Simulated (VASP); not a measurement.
## AlN: band gap against strain

AlN (wurtzite, P6_3mc, 10.387 Å³/atom and stress up to 0.06 GPa in the relaxed cell, c along z) under an equal strain ε along x and y, with z held. r2SCAN in VASP (plane waves, PAW), 600 eV, 12×12×6 Γ-centred mesh, Gaussian smearing 0.05 eV; ions are relaxed, or left where forces stay under 0.02 eV/Å, within the symmetry of each cell. Gaps are the smallest on the run's k-mesh, which can miss an edge that lies off it, without spin-orbit coupling; in all rows the valence edge lies at Γ and the conduction edge at Γ.

Here s stands for strain and Eg for gap.

| strain (%) | gap (eV) |
|---|---|
| -3.00 | ? |
| -1.50 | 5.294 |
| -1.00 | 5.172 |
| -0.50 | 5.051 |
| 0.00 | 4.929 |

The 4 complete rows are fitted with a straight line, Eg against s. Means: s -0.75000, Eg 5.1115. About the means, the sum of products is -0.30400 and the sum of squares of s is 1.2500; the slope is their ratio. Least squares gives Eg = 4.9291 - 0.24320·s. Residuals (row less fit): 0.0001, -0.0003, 0.0003, -0.0001; standard error 0.0003 (degrees of freedom: 2). Over these rows the gap moves by -24.32 ± 0.03 eV per unit strain.

Task: Predict the withheld Eg at s = -3.00 from the fit, and compare with the calculation.

Result: Eg = 4.9291 - 0.24320 × (-3.0) = 5.6587 eV. The calculation gives 5.606 eV, 0.0527 eV below the prediction (7.8 % of the range of Eg in the table). The row lies outside the fitted rows, so this is an extrapolation. The scatter of the fitted rows lies at the last printed digit.

A polynomial of degree 2 through the 6 other runs of the series gives 5.658 there. Rows are the converged runs of the series near zero and its far end, less any whose ions stayed unrelaxed beside relaxed ones; series whose fitted rows scatter by over a few per cent of the range, as at a crossing or softening among them, aren't shown in this form. Most that stay on the fit to the last digits aren't either.
